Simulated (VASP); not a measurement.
Calculation: PBE GGA with D3 dispersion (Becke-Johnson damping), VASP's PBE PAW potentials (set 64) (plane waves; VASP).

Input for VASP

### POSCAR
```
PbO
1
    4.0347454622     0.0000000000     0.0000000000
    0.0000000000     4.0347454622     0.0000000000
    0.0000000000     0.0000000000     5.0184464132
Pb O
2 2
Direct
  0.5000000000   0.0000000000   0.7650000000
  0.0000000000   0.5000000000   0.2350000000
  0.5000000000   0.5000000000   0.0000000000
  0.0000000000   0.0000000000   0.0000000000
```

### INCAR
```
! general
SYSTEM  = PbO
PREC    = Normal
ENCUT   = 500
LREAL   = .False.
LASPH   = .True.

! electronic loop
EDIFF   = 1E-5
NELM    = 100
NELMIN  = 4
ALGO    = Fast
LMAXMIX = 4

! smearing
ISMEAR  = 0
SIGMA   = 0.05

! functional
GGA     = PE
IVDW    = 12

! ions
IBRION  = 2
NSW     = 20
ISIF    = 2
EDIFFG  = -0.03

! output
LWAVE   = .False.
LCHARG  = .False.
```

**KPOINTS**
```
Automatic mesh
0
Gamma
7 7 6
0 0 0
```

POTCAR, in this order: Pb_d O (PBE.64 set). Program: vasp_std.

### Question
Estimate the energy per atom (σ→0), dispersion energy.

### Answer

```json
{
 "energy per atom (σ→0)": "-5.600 eV/atom",
 "dispersion_energy": "-0.929 eV"
}
```

**OSZICAR**
```
...
   1 F= -.22396450E+02 E0= -.22396450E+02  d E =-.223964E+02
       N       E                     dE             d eps       ncg     rms          rms(c)
DAV:   1    -0.214674153325E+02    0.21275E-03   -0.98611E-01  2480   0.551E+00    0.892E-02
RMM:   2    -0.214684250067E+02   -0.10097E-02   -0.12617E-02  1963   0.148E+00    0.549E-02
RMM:   3    -0.214690930728E+02   -0.66807E-03   -0.70535E-03  2631   0.735E-01    0.303E-02
RMM:   4    -0.214691482279E+02   -0.55155E-04   -0.62708E-04  2417   0.206E-01    0.189E-02
RMM:   5    -0.214691530516E+02   -0.48237E-05   -0.61624E-05  1501   0.689E-02
   2 F= -.22398208E+02 E0= -.22398208E+02  d E =-.175857E-02
```

The compound is PbO in the litharge structure. This run relaxes the ions in a fixed cell. Symmetry was kept, so distortions that lower it aren't found.
